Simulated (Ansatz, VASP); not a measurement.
## Li (liquid Li at 493 K) in two plane-wave programs

Wanted: the spread between two codes on one cell, functional and k mesh. The structure shown is frame 104 of Ansatz's trajectory.

Method: plane waves, with VASP 6.6.1 beside it; single point at PBE, in Ansatz 0.2.0.

## 1. Set-up

The cell holds 102 atoms: 102 Li. Its edges and angles: a = 13.195 Å, b = 13.195 Å, c = 13.195 Å, α = 90.0°, β = 90.0°, γ = 90.0°. As first built, before any earlier steps moved the atoms: 102 atoms (102 Li) packed at random and pushed apart as soft spheres at 0.512 g/cm^3; MD (Langevin at fixed volume unless said) with the MACE-MP-0b2 small potential (Batatia et al., arXiv:2401.00096), steps of 2 fs: 1 ps at 740 K, 740 to 493 K in 0.6 ps, 2 ps at 493 K.

## 2. Ansatz: dynamics, PBE

Ansatz runs on its default PAW (the set named soft_2) files.

This run makes the geometry at which the two programs are then compared.

input.yaml reads:

```yaml
crystal:
  lattice:
    - [13.19465, 0.0, 0.0]
    - [0.0, 13.19465, 0.0]
    - [0.0, 0.0, 13.19465]
  atoms:
    - { symbol: Li, position: [0.07813, 0.17152, 0.24491] }
    - { symbol: Li, position: [0.69096, 0.88581, 0.46821] }
    - { symbol: Li, position: [0.19745, 0.29985, 0.71388] }
    - { symbol: Li, position: [0.09345, 0.7933, 0.34679] }
    - { symbol: Li, position: [0.16638, 0.28412, 0.08872] }
    - { symbol: Li, position: [0.67578, 0.80566, 0.25663] }
    - { symbol: Li, position: [0.93588, 0.38882, 0.44205] }
    - { symbol: Li, position: [0.08482, 0.87672, 0.92811] }
    - { symbol: Li, position: [0.01159, 0.6091, 0.2865] }
    - { symbol: Li, position: [0.7834, 0.60533, 0.12608] }
    - { symbol: Li, position: [0.17382, 0.71094, 0.16331] }
    - { symbol: Li, position: [0.33406, 0.71028, 0.65697] }
    - { symbol: Li, position: [0.5493, 0.42059, 0.59751] }
    - { symbol: Li, position: [0.01153, 0.39056, 0.66413] }
    - { symbol: Li, position: [0.03771, 0.17445, 0.56573] }
    - { symbol: Li, position: [0.80122, 0.47733, 0.69157] }
    - { symbol: Li, position: [0.15196, 0.5934, 0.71653] }
    - { symbol: Li, position: [0.79186, 0.39791, 0.00485] }
    - { symbol: Li, position: [0.06907, 0.08289, 0.01875] }
    - { symbol: Li, position: [0.96215, 0.73544, 0.76034] }
    - { symbol: Li, position: [0.61762, 0.0219, 0.62095] }
    - { symbol: Li, position: [0.19383, 0.3979, 0.91593] }
    - { symbol: Li, position: [0.68487, 0.63186, 0.57905] }
    - { symbol: Li, position: [0.20553, 0.34024, 0.46104] }
    - { symbol: Li, position: [0.67484, 0.75832, 0.83916] }
    - { symbol: Li, position: [0.44031, 0.74992, 0.87189] }
    - { symbol: Li, position: [0.58657, 0.24402, 0.9677] }
    - { symbol: Li, position: [0.97652, 0.3147, 0.07569] }
    - { symbol: Li, position: [0.39293, 0.28879, 0.04368] }
    - { symbol: Li, position: [0.27035, 0.99009, 0.31278] }
[... 66 atom lines left out ...]
    - { symbol: Li, position: [0.12607, 0.73193, 0.54524] }
    - { symbol: Li, position: [0.8243, 0.0599, 0.50425] }
    - { symbol: Li, position: [0.80431, 0.86495, 0.66381] }
    - { symbol: Li, position: [0.01253, 0.99264, 0.39827] }
    - { symbol: Li, position: [0.83797, 0.0849, 0.71463] }
    - { symbol: Li, position: [0.4323, 0.36481, 0.80126] }
kpoints:
  mp_grid: { grid: [1, 1, 1] }
hamiltonian:
  xc: pbe
scf:
  occupations: { method: methfessel_paxton, width: 0.15 }
output:
  forces: true
  stress: true
md:
  timestep: 1.0
  n_steps: 104
  ensemble: nve
  temperature: 400
  initial_velocities: maxwell_boltzmann
  seed: 674
```

Started as:

```console
$ ansatz run input.yaml --threads 8 --pin off --max-ram 31232MiB --backend cpu --events-out ev --progress --plain --runs-dir out
```

Numbers of over 12 decimals in the logs are rounded to 6 here.

The log of the run:

```text
Warning: md: disabling space-group detection — thermal motion breaks the input geometry's symmetry, so no spatial operation reduces the k-mesh or symmetrises the density; time reversal is kept, so that k and −k are solved as one point where they differ and the mesh holds both, and exact exchange and, on two spinor components, a DFT+U term hold to it where the run has them: on two components no moment then forms, and  [...]
Warning: output.stress: scf.convergence.dr2_threshold = 1e-7 eV (the SCF's general default) is looser than the 1.02e-8 eV advised for a printed stress (1e-10 eV for each atom of the cell: 102). What an SCF threshold leaves in a stress goes as its square root, and in the free energy as the threshold itself, and one threshold admits the most on a small cell: [figures from the program's tests cut] Set scf.convergence.dr [...]
Engine: ansatz 0.2.0, aarch64-unknown-linux-gnu
Pseudopotentials: kind: paw
Pseudopotential: Li, paw, valence charge 3, recommended cutoff 420 eV (normal), Li.paw.azcp
Functional definition: PBE
  parameter kappa = 0.804
  parameter beta = 0.066725
  exchange = pbe_x(kappa = kappa, mu = beta*pi^2/3)
  correlation = pbe_c(beta = beta)
Crystal: 102 atoms, lattice volume = 2297.173 Å³
Basis set: ecut = 420 eV, 45025 PW (Γ), exchange–correlation on 180×180×180 points (8 copies of the dense FFT grid, shifted against one another)
Bands: 255, of which v1, the nominal top of the filled ones, is band 153 counted from 1 (152 counted from 0)
Symmetry: 1 space group operations
k-points: 1
Non-local potential: Li, projectors of the file, l = 0: 3, l = 1: 2, l = 2: 1
PAW form: soft (Blöchl's): semilocal exchange-correlation on the pseudo side does not see the compensation charge
PAW one-centre angular grid: Li, 110 points (default); XC on 64 Gauss nodes
Initial density: superposition of atomic densities (neutral atoms: chi_scale 0, normalization atom), corrected by the library's trained network
Initial wavefunctions: pseudopotential atomic-orbital guess
Functional: x = pbe(κ = 0.804, μ = 0.219515), c = pbe(β = 0.066725)
SCF iter   1: F=—  HF=-20861.900714 eV  |F-HF|=—  |Δ(HF+E_count)|=         —  Δρ=2.49e-3  dr2=1.28e0  ethr=1.77e-3  ⟨swp⟩=13.0  Hψ=1573  notcnv=0
preconditioner: auto → Kerker (q_TF=auto, 1.950 Å⁻¹)  [metal: Δε(μ)=0.027 eV  Ē_g=3.577 eV  σ=0.150 eV  W_gap=0.15  n_scr=256 (ndim 8)  ℏωp=7.8 eV  f_vac=0.000  D(μ)=109.75/eV (n_scr^D=1020)]
SCF iter   2: F=—  HF=-20861.793146 eV  |F-HF|=—  |Δ(HF+E_count)|=   1.08e-1  S|Δr|=    0.00e0  Δρ=1.48e-3  dr2=3.25e-1  ethr=4.20e-4  ⟨swp⟩=1.0  Hψ=294  notcnv=0
SCF iter   3: F=—  HF=-20861.750400 eV  |F-HF|=—  |Δ(HF+E_count)|=   4.27e-2  S|Δr|=    0.00e0  Δρ=3.77e-4  dr2=1.06e-2  ethr=1.06e-4  ⟨swp⟩=2.0  Hψ=213  notcnv=0
SCF iter   4: F=—  HF=-20861.749245 eV  |F-HF|=—  |Δ(HF+E_count)|=   1.16e-3  S|Δr|=    0.00e0  Δρ=1.21e-4  dr2=1.39e-3  ethr=3.48e-6  ⟨swp⟩=2.0  Hψ=184  notcnv=0
SCF iter   5: F=—  HF=-20861.749183 eV  |F-HF|=—  |Δ(HF+E_count)|=   6.22e-5  S|Δr|=    0.00e0  Δρ=3.33e-5  dr2=1.07e-4  ethr=4.56e-7  ⟨swp⟩=2.0  Hψ=184  notcnv=0
SCF iter   6: F=—  HF=-20861.749216 eV  |F-HF|=—  |Δ(HF+E_count)|=   3.35e-5  S|Δr|=    0.00e0  Δρ=8.12e-6  dr2=8.64e-6  ethr=3.49e-8  ⟨swp⟩=1.0  Hψ=183  notcnv=0
SCF iter   7: F=—  HF=-20861.749497 eV  |F-HF|=—  |Δ(HF+E_count)|=   2.81e-4  S|Δr|=    0.00e0  Δρ=3.11e-6  dr2=1.21e-6  ethr=2.82e-9  ⟨swp⟩=2.0  Hψ=350  notcnv=0
SCF iter   8: F=-20861.749497 eV  HF=-20861.749497 eV  |F-HF|=4.46e-8  |Δ(HF+E_count)|=   2.34e-9  S|Δr|=    0.00e0  Δρ=9.97e-7  dr2=9.24e-8  ethr=3.27e-11  ⟨swp⟩=2.0  Hψ=598  notcnv=0
SCF 1 converged in 8 iterations: F = -20861.749497 eV  dr2 = 9.24e-8
  greatest PAW one-centre occupation: 1.000 electrons in one spin orbital (limit 2), on the Li atom at site 4 (counted from 0), in its partial waves of l = 0
md step     0: t =     0.00 fs  T =   400.0 K  F+E_penalty+E_count = -20861.74949683 eV  E_kin = 5.222104 eV  conserved = -20856.52739287 eV  P_inst = -0.1209 GPa  (8 SCF iters)
[...]
md step   102: t =   102.00 fs  T =   420.5 K  F+E_penalty+E_count = -20862.01698830 eV  E_kin = 5.489572 eV  conserved = -20856.52741622 eV  P_inst = -0.1786 GPa  (3 SCF iters)
md step   103: t =   103.00 fs  T =   421.1 K  F+E_penalty+E_count = -20862.02502154 eV  E_kin = 5.497597 eV  conserved = -20856.52742405 eV  P_inst = -0.1777 GPa  (2 SCF iters)
[...]
md step   104: t =   104.00 fs  T =   421.8 K  F+E_penalty+E_count = -20862.03475973 eV  E_kin = 5.507327 eV  conserved = -20856.52743295 eV  P_inst = -0.1766 GPa  (6 SCF iters)
SCF converged after 6 iterations
Stability not checked: this state was not tested for a lower state beside it, because cold or Methfessel-Paxton smearing, or corrected tetrahedra, fill the levels in a way that the test cannot read (fill_not_monotonic; see scf.lower_state_search)
Free energy (F): -20862.034760 eV
Harris-Foulkes:  -20862.034760 eV  (|F-HF|=4.33e-8)
Internal energy: -20861.875554 eV  (E = F + TS)
E sigma→0 (E₀):  -20861.994958 eV
Entropy (-TS):   -0.159206 eV (-1.561 meV/atom)
Fermi energy:    0.606915 eV
Step filling:    the computed levels leave a gap of 0.0069 eV = 0.0 smearing widths at the electron count; against every level under it full and every level over it empty, smearing changes F+E_penalty+E_count by -57.749 meV and its σ→0 estimate by -17.947 meV
--- Per-component energies (eV) ---
  E_band       = -9460.228224
  E_kinetic    = 2147.145294
  E_local      = -14214.894894  (includes V_loc(G=0)·N_el)
  E_nonlocal   = -3393.670434
  E_hartree    = 4297.954102
  E_xc         = -1013.870868
  E_vxc        = -1304.752721  (∫ρ·V_xc dr)
  E_paw        = -2142.511335  (= ΣΔE_a)
  E_vpaw       = -1289.964894  (= ΣTr[D̂ρ^β])
  E_aug_tail   = 0.001296  (compensation charges beyond the density's cutoff)
  E_ewald      = -6542.028715
  E_smearing   = -0.159206  (= −TS)
  E_closure    = 0.000000  (closes the sum)
  Σ components = -20862.034760   (vs F -20862.034760, Δ=0.00e0)
--- Forces (eV/Å), atoms counted from 1 ---
  atom   1  Li     0.21811836     0.18814333    -0.20980645
  atom   2  Li    -0.05449897    -0.40008320    -0.01844127
  atom   3  Li     0.06374164     0.50423987     0.38129266
  atom   4  Li    -0.16109181    -0.18941910    -0.45058379
  atom   5  Li    -0.15451561    -0.26264909     0.15078151
  atom   6  Li    -0.02803009    -0.01453424    -0.18902683
  atom   7  Li    -0.21498376    -0.01260266    -0.02829243
  atom   8  Li    -0.32318614     0.04659607    -0.62341334
  atom   9  Li    -0.05928503     0.08696302     0.17986013
  atom  10  Li    -0.00950583     0.23772928     0.03921020
  atom  11  Li    -0.01377730    -0.23379363    -0.27803914
  atom  12  Li     0.21512061     0.05512251    -0.21797795
  atom  13  Li    -0.16154391     0.04454253    -0.00170032
  atom  14  Li     0.07636941     0.06821836     0.00025854
  atom  15  Li     0.49922047    -0.05529804     0.16051657
  atom  16  Li     0.10855095     0.36505471    -0.08353232
  atom  17  Li     0.11216518    -0.26838206     0.26556602
  atom  18  Li    -0.14443579    -0.18821801     0.07221924
  atom  19  Li     0.16923697    -0.20550889    -0.24500228
  atom  20  Li    -0.17252878     0.30132521     0.21385512
  atom  21  Li     0.06875007     0.39883472    -0.21316448
  atom  22  Li    -0.16018934    -0.14689952    -0.40188831
  atom  23  Li     0.15827760    -0.20092558     0.06408190
  atom  24  Li     0.16360207     0.00815640    -0.21868707
[...]
atom  95  Li     0.18432415     0.07005437    -0.10961637
  atom  96  Li     0.21848211    -0.28935337     0.15231882
  atom  97  Li    -0.06154343     0.20109762    -0.32851182
  atom  98  Li     0.02289628     0.14547382     0.16293189
  atom  99  Li    -0.37535730    -0.08459939    -0.05197928
  atom 100  Li     0.02000813    -0.18877195     0.07196576
  atom 101  Li     0.27957609    -0.26071148     0.03335141
  atom 102  Li    -0.20396618     0.11439374    -0.15603694
  max |Σ_I F_I| component: 3.13e-5 eV/Å
--- Stress (GPa, compression-positive) ---
       -0.528647      -0.008917       0.005786
       -0.008917      -0.343469      -0.043498
        0.005786      -0.043498      -0.433610
  P = ⅓ Tr σ = -0.4352 GPa (-4.352 kbar)
--- MD trajectory: 104 steps, t = 0.0 → 104.0 fs ---
  final state: T = 421.8 K   F+E_penalty+E_count = -20862.03475973 eV   E_kin = 5.507327 eV
  conserved energy: peak-to-peak 8.302e-4 eV (8.139e-6 eV/atom) over 104.0 fs
```

## 3. VASP: single point, PBE

The same cell, functional, mesh and smearing now go to VASP, with its own data sets and cutoff.

Lines of VASP's logs that name or quote its potential files are left out, and so is its time.

INCAR reads:

```
SYSTEM = Li
PREC = Accurate
ENCUT = 650
EDIFF = 1E-05
NELM = 100
ISMEAR = 1
SIGMA = 0.15
LREAL = Auto
ALGO = Fast
GGA = PE
NBANDS = 224
LORBIT = 11
LWAVE = .FALSE.
LCHARG = .FALSE.
ISIF = 2
```

POSCAR reads:

```
Li
1.0
   13.1946500000      0.0000000000      0.0000000000
    0.0000000000     13.1946500000      0.0000000000
    0.0000000000      0.0000000000     13.1946500000
Li
102
Direct
    0.0878689469      0.1980878614      0.3081324628
    0.7495765329      0.8743467996      0.4630740490
    0.2493283263      0.2537088896      0.6367883953
    0.1606408658      0.8029921218      0.3887863642
    0.1932222530      0.3003186898      0.0595923348
    0.7022694804      0.8111924151      0.2543530901
    0.9306802378      0.4531685191      0.4546539696
    0.0502931112      0.8834413948      0.9703099362
    0.0082988181      0.6006676949      0.3121871365
    0.7508118821      0.6030701837      0.0947808392
    0.1866286715      0.6950695926      0.2046435487
    0.3368031740      0.6901054594      0.6691348387
    0.5669419045      0.3747958453      0.6050103640
    0.0186818142      0.3618890990      0.6748568549
    0.0052066557      0.1444373288      0.5320565532
    0.7462418480      0.4537520889      0.6842773397
    0.1525239396      0.5879958923      0.7337216220
    0.8082518293      0.4178132804      0.9759523746
    0.0550071430      0.0976229002      0.0380760384
    0.0008753548      0.7254228039      0.7875237312
    0.6426923033      0.0176662511      0.5965978635
    0.2128362632      0.4083700591      0.8540128006
    0.6980935455      0.6788584767      0.5538835816
    0.1097262906      0.3402818567      0.4817558632
    0.6514837453      0.7732906898      0.8177632601
    0.4135085053      0.7680840341      0.8597954474
    0.6415100059      0.2091074792      0.9676725036
    0.9291038413      0.2236133584      0.1248308974
    0.4490380571      0.2897310652      0.0506796315
    0.2501695763      0.9943954557      0.3263216531
[... 66 atom lines left out ...]
    0.1242549063      0.7373518813      0.6029489225
    0.8358236103      0.0481407237      0.4913355034
    0.8020220317      0.8346867859      0.6827312585
    0.0127172756      0.0107657270      0.3219335109
    0.8394614484      0.0968498596      0.7076201339
    0.4242401276      0.3582815762      0.8495337125
```

KPOINTS reads:

```
Automatic mesh
0
Gamma
1 1 1
0 0 0
```

Potentials, in the order of the species: Li_sv (PBE family, release 64).

Started as:

```console
$ export OMP_NUM_THREADS=5
$ mpirun -np 1 vasp_gam
```

The log of the run:

```text
[banner, memory and clock lines left out]
running    1 mpi-ranks, on    1 nodes
[...]
Offloading initialized ...    1 GPUs detected
[...]
LDA part: xc-table for (Slater+PW92), standard interpolation
 POSCAR, INCAR and KPOINTS ok, starting setup
[...]
entering main loop
       N       E                     dE             d eps       ncg     rms          rms(c)
DAV:   1     0.236457105902E+04    0.23646E+04   -0.17197E+05   472   0.163E+03
DAV:   2     0.400566175870E+03   -0.19640E+04   -0.18504E+04   448   0.439E+02
DAV:   3     0.104336250307E+02   -0.39013E+03   -0.36917E+03   728   0.108E+02
DAV:   4    -0.140185841309E+03   -0.15062E+03   -0.14729E+03   768   0.821E+01
[...]
RMM:  38    -0.178321331013E+03   -0.11174E-04   -0.12205E-04   411   0.129E-02    0.200E-02
RMM:  39    -0.178321340086E+03   -0.90725E-05   -0.10082E-04   420   0.123E-02    0.204E-02
RMM:  40    -0.178321347831E+03   -0.77450E-05   -0.85954E-05   408   0.116E-02
   1 F= -.17832135E+03 E0= -.17826877E+03  d E =-.157748E+00
```

OUTCAR, selected parts (step 3):

```text
  FREE ENERGIE OF THE ION-ELECTRON SYSTEM (eV)
  ---------------------------------------------------
  free  energy   TOTEN  =      -178.3213478307 eV

  energy  without entropy=     -178.1635994030  energy(sigma->0) =     -178.26876502

[... 1 further part left out ...]
```

The run ends at a pressure of -0.59 GPa, with forces up to 0.83 eV/Å.

## 4. Differences

Known differences besides the PAW data sets themselves: the cutoff is 420 eV in Ansatz and 650 eV in VASP (PREC = Accurate, projectors in real space); VASP leaves aspherical gradient terms in its spheres out (LASPH is not set), Ansatz keeps them. Total energies have different zeros and are not compared.

Forces on 10 of the 102 atoms, picked by the larger force of the two programs (eV/Å; atoms numbered as in POSCAR):

| atom | Ansatz x, y, z | VASP x, y, z |
| --- | --- | --- |
| Li3 | 0.064, 0.504, 0.381 | 0.063, 0.507, 0.384 |
| Li8 | -0.323, 0.047, -0.623 | -0.323, 0.046, -0.624 |
| Li29 | -0.640, -0.364, -0.082 | -0.641, -0.364, -0.084 |
| Li41 | 0.015, 0.082, 0.831 | 0.008, 0.082, 0.827 |
| Li42 | 0.483, 0.261, -0.133 | 0.482, 0.262, -0.135 |
| Li59 | 0.464, -0.280, 0.228 | 0.464, -0.278, 0.229 |
| Li65 | 0.082, 0.536, 0.329 | 0.085, 0.534, 0.330 |
| Li70 | 0.141, 0.497, 0.259 | 0.141, 0.500, 0.259 |
| Li86 | 0.365, 0.412, 0.175 | 0.366, 0.414, 0.180 |
| Li90 | -0.075, -0.546, 0.259 | -0.075, -0.545, 0.262 |

The forces differ by 2.5 meV/Å r.m.s., which is 1.2 % of the r.m.s. force of 0.21 eV/Å (both taken over all components).

## 5. Outcome

- r.m.s. force difference (single point, PBE): 1.2 % of the r.m.s. force

In words: The r.m.s. force difference is 1.2 % of the r.m.s. force (single point, PBE), within the 3 % picked in this series as the mark of a large difference. Differences of this kind measure data sets and numerical settings, not the functional's error against experiment.

[Lines on the potential files, build, host, timing and source positions are cut from VASP's logs without a mark.]

[Logs are printed without paths, hosts, clocks, repeated set-up lines and the standing remarks that a program may print on its own settings, such as how far it seeks lower states.]

[Hosts, paths, dates, database ids (printed as entryN), source tags and the programs' standing remarks are cut or masked in the printed files.]
